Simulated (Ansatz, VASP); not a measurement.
BeAs: VASP beside Ansatz

File INCAR:

```
SYSTEM = BeAs
PREC = Accurate ; ENCUT = 520
EDIFF = 1E-7 ; ISMEAR = 0
SIGMA = 0.1 ; LREAL = .FALSE.
LASPH = .TRUE. ; NELM = 60
ALGO = Normal ; ISIF = 2
LWAVE = .FALSE. ; LCHARG = .FALSE.
GGA = PE ; NBANDS = 10
```

The input KPOINTS:

```
Automatic mesh
0
G
  6 6 6
  0 0 0
```

The input POSCAR:

```
BeAs
1.0
    0.0000000000      2.5120243446      2.5120243446
    2.5120243446      0.0000000000      2.5120243446
    2.5120243446      2.5120243446      0.0000000000
Be As
1 1
Direct
    0.0000000000      0.0000000000      0.0000000000
    0.7500000000      0.7500000000      0.7500000000
```

Input for Ansatz:

```yaml
crystal:
  lattice:
    - [0.0, 2.5120243446, 2.5120243446]
    - [2.5120243446, 0.0, 2.5120243446]
    - [2.5120243446, 2.5120243446, 0.0]
  atoms:
    - { symbol: Be, position: [0.0, 0.0, 0.0] }
    - { symbol: As, position: [0.75, 0.75, 0.75] }
basis:
  ecutwfc: 420
kpoints:
  mp_grid: { grid: [6, 6, 6] }
hamiltonian:
  xc: pbe
scf:
  occupations: { method: gaussian, width: 0.1 }
  lower_state_search: "off"
output:
  forces: true
  stress: true
  eigenvalues: true
```

Alike in both runs: task single point; functional PBE; k mesh 6 × 6 × 6; occupations gaussian, width 0.1 eV; no spin polarisation.

|  | VASP | Ansatz |
| --- | --- | --- |
| version | VASP 6.6.1 | Ansatz 0.2.0 |
| potentials or method | VASP PAW PBE potentials, release 64 (Be, As) | scalar-relativistic, plane waves, PAW |
| plane-wave cutoff (eV) | 520 | 420 |
| valence electrons in the cell | 7 | 17 |

|  | VASP | Ansatz | Ansatz less VASP |
| --- | --- | --- | --- |
| gap on the k mesh at the Fermi level (eV) | none | none | - |
| pressure (GPa) | 7.4 | 7.1 | -0.32 |

A gap of «none» marks a metal or a gap that the smearing closes. The two sets of potentials don't hold the same shells in valence.

Caveats: the k mesh is coarse (spacing up to 0.36 Å⁻¹), so the values aren't converged.
